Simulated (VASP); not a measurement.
Input:

```xyz
1
Lattice="-1.6597 1.6597 1.6597 1.6597 -1.6597 1.6597 1.6597 1.6597 -1.6597" Properties=species:S:1:pos:R:3 pbc="T T T"
Ta     0.0000     0.0000     0.0000
```

Computed with PBE GGA, VASP's PBE PAW potentials (set 64) (plane waves; VASP 6.6.1). Numerical set-up: 480 eV cut-off, 14×14×14 Γ-centred mesh, first-order Methfessel-Paxton smearing of 0.10 eV, potentials Ta_pv.

Energy and stress use the plane-wave basis of the starting cell.

Q: The ions, cell shape and volume at an external pressure of 10.0 GPa are relaxed. What does this cell relax into?

A: 
```xyz
1
Lattice="-1.6352 1.6352 1.6352 1.6352 -1.6352 1.6352 1.6352 1.6352 -1.6352" Properties=species:S:1:pos:R:3 pbc="T T T"
Ta     0.0000     0.0000     3.2704
```
Space group Im-3m (229), at a tolerance of 0.03 Å.

Q: How do energy and volume change from the first to the last step?

A: The energy (σ→0) changes by +23.8 meV/atom and the volume by -4.4 %, in 4 ionic steps.

The compound is Ta in the bcc structure. This run relaxes it under an external pressure of 10 GPa. Symmetry was kept, so distortions that lower it aren't found.
